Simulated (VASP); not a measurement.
These are PBEsol GGA, VASP's PBE PAW potentials (set 64) (plane waves; VASP 6.6.1) values and carry that method's errors.

VASP ran on this input.

INCAR:
```
NELM = 100   ! most electronic steps
EDIFF = 1E-6
EDIFFG = -0.02
NSW = 40   ! most ionic steps
SIGMA = 0.1
LCHARG = .FALSE.
PREC = Accurate
ALGO = Normal
LREAL = .FALSE.
SYSTEM = Pd
ENCUT = 500
PSTRESS = 300
LWAVE = .FALSE.
LMAXMIX = 4   ! l cut-off of mixed one-centre charges
IBRION = 2   ! conjugate gradients
ISIF = 3
ISMEAR = 1   ! Methfessel-Paxton
LASPH = .TRUE.   ! aspherical one-centre terms
GGA = PS   ! PBEsol
```

File KPOINTS:
```
Automatic mesh
0
Gamma
17 17 17
0 0 0
```

**POSCAR**
```
Pd
1
    0.0000000000     1.8859990278     1.8859990278
    1.8859990278     0.0000000000     1.8859990278
    1.8859990278     1.8859990278     0.0000000000
Pd
1
Direct
  0.0000000000   0.0000000000   0.0000000000
```

POTCAR, in this order: Pd (PBE.64 set). Program: vasp_std.

The run wrote:

File OSZICAR:
```
       N       E                     dE             d eps       ncg     rms          rms(c)
DAV:   1     0.359885872848E+02    0.35989E+02   -0.52847E+03  3018   0.103E+03
DAV:   2    -0.595508357266E+01   -0.41944E+02   -0.40842E+02  3228   0.192E+02
DAV:   3    -0.629744875492E+01   -0.34237E+00   -0.34041E+00  3408   0.201E+01
DAV:   4    -0.629903638471E+01   -0.15876E-02   -0.15875E-02  3546   0.129E+00
DAV:   5    -0.629905149190E+01   -0.15107E-04   -0.15107E-04  3446   0.107E-01    0.109E+01
DAV:   6    -0.592201659410E+01    0.37703E+00   -0.14687E+00  3054   0.118E+01    0.500E+00
DAV:   7    -0.589752686528E+01    0.24490E-01   -0.39461E-02  3915   0.178E+00    0.234E+00
DAV:   8    -0.589137382827E+01    0.61530E-02   -0.23685E-03  3281   0.551E-01    0.170E-01
DAV:   9    -0.589134232786E+01    0.31500E-04   -0.42419E-05  3600   0.749E-02    0.296E-02
DAV:  10    -0.589134709712E+01   -0.47693E-05   -0.33838E-06  3365   0.195E-02    0.450E-03
DAV:  11    -0.589134690941E+01    0.18771E-06   -0.26287E-08  1694   0.185E-03
   1 F= -.33790841E+01 E0= -.33785957E+01  d E =-.337908E+01
       N       E                     dE             d eps       ncg     rms          rms(c)
DAV:   1    -0.705865606078E+01   -0.11673E+01   -0.33723E+01  3007   0.675E+01    0.125E+01
DAV:   2    -0.552864938649E+01    0.15300E+01   -0.52486E+00  2980   0.235E+01    0.189E+00
DAV:   3    -0.547118920666E+01    0.57460E-01   -0.28040E-01  4145   0.462E+00    0.841E-01
DAV:   4    -0.547248557072E+01   -0.12964E-02   -0.99979E-03  3573   0.972E-01    0.307E-01
DAV:   5    -0.547405390078E+01   -0.15683E-02   -0.40189E-03  3962   0.434E-01    0.535E-02
DAV:   6    -0.547410398034E+01   -0.50080E-04   -0.34128E-05  4217   0.551E-02    0.815E-03
DAV:   7    -0.547410285480E+01    0.11255E-05   -0.29680E-07  2615   0.644E-03    0.156E-03
DAV:   8    -0.547410310643E+01   -0.25163E-06   -0.41036E-08  1566   0.165E-03
   2 F= -.32541549E+01 E0= -.32536832E+01  d E =0.124929E+00
       N       E                     dE             d eps       ncg     rms          rms(c)
DAV:   1    -0.681169002668E+01   -0.13376E+01   -0.20347E+01  3018   0.538E+01    0.683E+00
DAV:   2    -0.584513766989E+01    0.96655E+00   -0.41584E+00  3011   0.191E+01    0.302E+00
DAV:   3    -0.583138929859E+01    0.13748E-01   -0.60525E-02  3863   0.203E+00    0.169E+00
DAV:   4    -0.583180812396E+01   -0.41883E-03   -0.10667E-02  3389   0.953E-01    0.255E-01
DAV:   5    -0.583213584840E+01   -0.32772E-03   -0.39761E-04  4257   0.115E-01    0.492E-02
DAV:   6    -0.583215937227E+01   -0.23524E-04   -0.68760E-06  3615   0.217E-02    0.238E-03
DAV:   7    -0.583215930874E+01    0.63531E-07   -0.44266E-07  1816   0.662E-03
   3 F= -.33918960E+01 E0= -.33914218E+01  d E =-.128119E-01
       N       E                     dE             d eps       ncg     rms          rms(c)
DAV:   1    -0.582982623794E+01    0.23331E-02   -0.23618E-03  3016   0.569E-01    0.799E-02
DAV:   2    -0.582971301789E+01    0.11322E-03   -0.47182E-04  3000   0.210E-01    0.212E-02
DAV:   3    -0.582971210516E+01    0.91273E-06   -0.86348E-06  3323   0.241E-02
   4 F= -.33919137E+01 E0= -.33914400E+01  d E =-.128296E-01
```

### OUTCAR
```
------------------------ aborting loop because EDIFF is reached ----------------------------------------
  FORCE on cell =-STRESS in cart. coord.  units (eV):
  Direction    XX          YY          ZZ          XY          YZ          ZX
  --------------------------------------------------------------------------------------
  Total        2.4362301      2.4362301      2.4362301      0.0000000      0.0000000     -0.0000000
  in kB      299.8070054    299.8070054    299.8070054      0.0000000      0.0000000     -0.0000000
  external PRESSURE =      -0.1929946 kB  Pullay stress =     300.0000000 kB
  volume of cell :       13.02
      direct lattice vectors                 reciprocal lattice vectors
     0.000000000  1.867177935  1.867177935    -0.267783799  0.267783799  0.267783799
     1.867177935  0.000000000  1.867177935     0.267783799 -0.267783799  0.267783799
     1.867177935  1.867177935  0.000000000     0.267783799  0.267783799 -0.267783799
 POSITION                                       TOTAL-FORCE (eV/Angst)
 -----------------------------------------------------------------------------------
      1.86718      1.86718      0.00000         0.000000      0.000000      0.000000
 -----------------------------------------------------------------------------------
    total drift:                               -0.000000     -0.000000     -0.000000
  FREE ENERGIE OF THE ION-ELECTRON SYSTEM (eV)
  ---------------------------------------------------
  free  energy   TOTEN  =        -5.8297121052 eV

  energy  without entropy=       -5.8282908555  energy(sigma->0) =       -5.82923836
  enthalpy is  TOTEN    =        -3.3919137059 eV   P V=        2.4377983992

 reached required accuracy - stopping structural energy minimisation
```
(Selected blocks of OUTCAR.)

### CONTCAR
```
Pd
   1.00000000000000
     0.0000000000000000    1.8671779348713231    1.8671779348713231
     1.8671779348713231    0.0000000000000000    1.8671779348713231
     1.8671779348713231    1.8671779348713231    0.0000000000000000
  Pd
     1
Direct
     0.0000000000000000    0.0000000000000000    1.0000000000000000
```

### OUTCAR
```
 val. band max:       11.8522715633   @ k =   0.4118   0.2941   0.0000

 cond. band min:      11.8551868664   @ k =   0.3529   0.2353   0.1176


 Fermi energy:        11.8531414634

 k-point     1 :       0.0000    0.0000    0.0000
  band No.  band energies     occupation
      1       3.6296      2.00000
      2       8.3939      2.00000
      3       8.3939      2.00000
      4       8.3939      2.00000
      5      10.3935      2.00000
      6      10.3935      2.00000
      7      28.9874      0.00000
      8      34.4903      0.00000
      9      34.4903      0.00000

 k-point     2 :       0.0588    0.0000    0.0000
  band No.  band energies     occupation
      1       3.7707      2.00000
      2       8.3367      2.00000
      3       8.4469      2.00000
      4       8.4469      2.00000
      5      10.3654      2.00000
      6      10.3654      2.00000
      7      29.1730      0.00000
      8      33.6426      0.00000
      9      34.6818      0.00000

 k-point     3 :       0.1176    0.0000    0.0000
  band No.  band energies     occupation
      1       4.1737      2.00000
      2       8.1982      2.00000
      3       8.5827      2.00000
      4       8.5827      2.00000
      5      10.3090      2.00000
      6      10.3090      2.00000
      7      29.6400      0.00000
      8      31.9468      0.00000
      9      35.2315      0.00000

 k-point     4 :       0.1765    0.0000    0.0000
  band No.  band energies     occupation
      1       4.7600      2.00000
      2       8.0878      2.00000
      3       8.7235      2.00000
      4       8.7235      2.00000
      5      10.3108      2.00000
      6      10.3108      2.00000
      7      29.7038      0.00000
      8      30.4970      0.00000
      9      36.0576      0.00000

 k-point     5 :       0.2353    0.0000    0.0000
  band No.  band energies     occupation
      1       5.3330      2.00000
      2       8.2313      2.00000
      3       8.7603      2.00000
...
```

Energy and stress use the plane-wave basis of the starting cell.

The compound is Pd in the fcc structure. This run relaxes it under an external pressure of 30 GPa. Symmetry was kept, so distortions that lower it aren't found.
